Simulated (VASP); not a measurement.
Level of theory: LDA (Ceperley-Alder, Perdew-Zunger), VASP's LDA PAW potentials (set 64) (plane waves; VASP).

VASP input:

### INCAR
```
! general
SYSTEM =Hf
PREC   =Accurate
ENCUT  =520   ! plane-wave cut-off (eV)
LREAL  =.False.   ! projection in real space or not
LASPH  =.True.

! electronic loop
EDIFF  =1E-6   ! SCF stop (eV)
NELM   =100   ! most electronic steps
ALGO   =Normal   ! blocked Davidson
LMAXMIX=6   ! l cut-off of mixed one-centre charges

! smearing
ISMEAR =1   ! Methfessel-Paxton
SIGMA  =0.1   ! width (eV)

! ions
IBRION =2   ! conjugate gradients
NSW    =60
ISIF   =3   ! ions, shape and volume
EDIFFG =-0.01   ! ionic stop

! output
LWAVE  =.False.
LCHARG =.False.
```

**KPOINTS**
```
Automatic mesh
0
Gamma
12 12 7
0 0 0
```

**POSCAR**
```
Hf
1
    1.5950000000    -2.7626210000     0.0000000000
    1.5950000000     2.7626210000     0.0000000000
    0.0000000000     0.0000000000     5.0500000000
Hf
2
Direct
  0.3333330000   0.6666670000   0.2500000000
  0.6666670000   0.3333330000   0.7500000000
```

POTCAR, in this order: Hf_pv (LDA.64 set). Program: vasp_std.

The run wrote:

File OUTCAR:
```
 ion  position               nearest neighbor table
   1  0.333  0.667  0.250-   2 3.13   2 3.13   2 3.13   2 3.13   2 3.13   2 3.13
   2  0.667  0.333  0.750-   1 3.13   1 3.13   1 3.13   1 3.13   1 3.13   1 3.13
  LATTYP: Found a hexagonal cell.
 ALAT       =     3.1899999670
 C/A-ratio  =     1.5830721167
 Subroutine PRICEL returns:
 Original cell was already a primitive cell.
 Subroutine GETGRP returns: Found 24 space group operations
The static configuration has the point symmetry D_3d.
 The point group associated with its full space group is D_6h.
The dynamic configuration has the point symmetry D_3d.
 Subroutine INISYM returns: Found 24 space group operations
 Subroutine IBZKPT returns following result:
 Found     76 irreducible k-points:

 Following reciprocal coordinates:
            Coordinates               Weight
  0.000000  0.000000  0.000000      1.000000
  0.083333  0.000000  0.000000      6.000000
  0.166667  0.000000  0.000000      6.000000
  0.250000  0.000000  0.000000      6.000000
  0.333333  0.000000  0.000000      6.000000
  0.416667  0.000000  0.000000      6.000000
  0.500000  0.000000  0.000000      3.000000
...
```

### OSZICAR
```
       N       E                     dE             d eps       ncg     rms          rms(c)
DAV:   1     0.467265759987E+02    0.46727E+02   -0.11768E+04  2144   0.136E+03
DAV:   2    -0.200177839507E+02   -0.66744E+02   -0.65584E+02  2686   0.272E+02
DAV:   3    -0.220880796900E+02   -0.20703E+01   -0.20193E+01  2884   0.308E+01
DAV:   4    -0.221069994810E+02   -0.18920E-01   -0.18915E-01  2476   0.363E+00
DAV:   5    -0.221073300854E+02   -0.33060E-03   -0.33059E-03  2980   0.368E-01    0.655E+01
DAV:   6    -0.215321775607E+02    0.57515E+00   -0.53458E-01  2266   0.535E+00    0.384E+01
DAV:   7    -0.213327061418E+02    0.19947E+00   -0.82702E-01  2306   0.638E+00    0.198E+00
DAV:   8    -0.213231191848E+02    0.95870E-02   -0.52780E-02  2338   0.177E+00    0.298E-01
DAV:   9    -0.213232134392E+02   -0.94254E-04   -0.11683E-03  2998   0.266E-01    0.204E-01
DAV:  10    -0.213232102348E+02    0.32045E-05   -0.43543E-05  2416   0.540E-02    0.241E-01
DAV:  11    -0.213232060296E+02    0.42052E-05   -0.50639E-06  2728   0.158E-02    0.179E-02
DAV:  12    -0.213232060069E+02    0.22705E-07   -0.43556E-07  1616   0.557E-03
   1 F= -.21323206E+02 E0= -.21322952E+02  d E =-.213232E+02
       N       E                     dE             d eps       ncg     rms          rms(c)
DAV:   1    -0.231165934093E+02   -0.17934E+01   -0.45073E+01  2128   0.600E+01    0.148E+01
DAV:   2    -0.217497039495E+02    0.13669E+01   -0.25088E+00  2134   0.139E+01    0.446E+00
DAV:   3    -0.213119804370E+02    0.43772E+00   -0.96520E-01  2146   0.811E+00    0.275E+00
DAV:   4    -0.212897840905E+02    0.22196E-01   -0.51450E-02  2572   0.189E+00    0.241E+00
DAV:   5    -0.212830485208E+02    0.67356E-02   -0.13738E-02  2326   0.774E-01    0.314E-01
DAV:   6    -0.212831516913E+02   -0.10317E-03   -0.54390E-04  2910   0.165E-01    0.884E-02
DAV:   7    -0.212831339105E+02    0.17781E-04   -0.16945E-05  2494   0.338E-02    0.154E-02
DAV:   8    -0.212831337481E+02    0.16238E-06   -0.72757E-07  1544   0.706E-03
   2 F= -.21283134E+02 E0= -.21282855E+02  d E =0.400723E-01
       N       E                     dE             d eps       ncg     rms          rms(c)
DAV:   1    -0.219410329015E+02   -0.65790E+00   -0.13828E+01  2128   0.332E+01    0.915E+00
DAV:   2    -0.215301411353E+02    0.41089E+00   -0.86873E-01  2170   0.780E+00    0.251E+00
DAV:   3    -0.214044917602E+02    0.12565E+00   -0.22115E-01  2212   0.368E+00    0.108E+00
DAV:   4    -0.213883757739E+02    0.16116E-01   -0.35557E-02  2392   0.152E+00    0.938E-01
DAV:   5    -0.213871661915E+02    0.12096E-02   -0.31294E-03  2638   0.338E-01    0.221E-01
DAV:   6    -0.213871771486E+02   -0.10957E-04   -0.16363E-04  2648   0.934E-02    0.857E-02
DAV:   7    -0.213871726405E+02    0.45081E-05   -0.69399E-06  2716   0.191E-02    0.165E-02
DAV:   8    -0.213871726315E+02    0.90365E-08   -0.10483E-07  1382   0.252E-03
   3 F= -.21387173E+02 E0= -.21386683E+02  d E =-.639666E-01
       N       E                     dE             d eps       ncg     rms          rms(c)
DAV:   1    -0.213873331513E+02   -0.16051E-03   -0.35163E-03  2146   0.526E-01    0.136E-01
DAV:   2    -0.213872271068E+02    0.10604E-03   -0.21125E-04  2224   0.123E-01    0.386E-02
DAV:   3    -0.213871943762E+02    0.32731E-04   -0.63111E-05  2218   0.630E-02    0.199E-02
DAV:   4    -0.213871910667E+02    0.33095E-05   -0.71087E-06  2440   0.217E-02    0.172E-02
DAV:   5    -0.213871906840E+02    0.38276E-06   -0.71012E-07  1226   0.559E-03
   4 F= -.21387191E+02 E0= -.21386695E+02  d E =-.639847E-01
```

OUTCAR:
```
------------------------ aborting loop because EDIFF is reached ----------------------------------------
  FORCE on cell =-STRESS in cart. coord.  units (eV):
  Direction    XX          YY          ZZ          XY          YZ          ZX
  --------------------------------------------------------------------------------------
  Total       -0.0038843     -0.0038843      0.0168531      0.0000000      0.0000000      0.0000000
  in kB       -0.1492051     -0.1492051      0.6473706      0.0000000      0.0000000      0.0000000
  external PRESSURE =       0.1163201 kB  Pullay stress =       0.0000000 kB
  volume of cell :       41.71
      direct lattice vectors                 reciprocal lattice vectors
     1.561516073 -2.704625140 -0.000000000     0.320201635 -0.184868503  0.000000000
     1.561516073  2.704625140 -0.000000000     0.320201635  0.184868503  0.000000000
    -0.000000000  0.000000000  4.938038573     0.000000000 -0.000000000  0.202509556
 POSITION                                       TOTAL-FORCE (eV/Angst)
 -----------------------------------------------------------------------------------
      1.56152      0.90154      1.23451         0.000000      0.000000      0.000000
      1.56152     -0.90154      3.70353        -0.000000     -0.000000      0.000000
 -----------------------------------------------------------------------------------
    total drift:                               -0.000004      0.000177     -0.000016
  FREE ENERGIE OF THE ION-ELECTRON SYSTEM (eV)
  ---------------------------------------------------
  free  energy   TOTEN  =       -21.3871906840 eV

  energy  without entropy=      -21.3857037158  energy(sigma->0) =      -21.38669503

 reached required accuracy - stopping structural energy minimisation
```
(Selected blocks of OUTCAR.)

File CONTCAR:
```
Hf
   1.00000000000000
     1.5615160732983024   -2.7046251401135137   -0.0000000000000000
     1.5615160732983024    2.7046251401135137   -0.0000000000000000
    -0.0000000000000000    0.0000000000000000    4.9380385733152554
  Hf
     2
Direct
     0.3333330000000032    0.6666669999999968    0.2500000000000000
     0.6666669999999968    0.3333330000000032    0.7500000000000000
```

Energy and stress use the plane-wave basis of the starting cell.

The compound is Hf in the hcp structure. This run relaxes it. Symmetry was kept, so distortions that lower it aren't found.
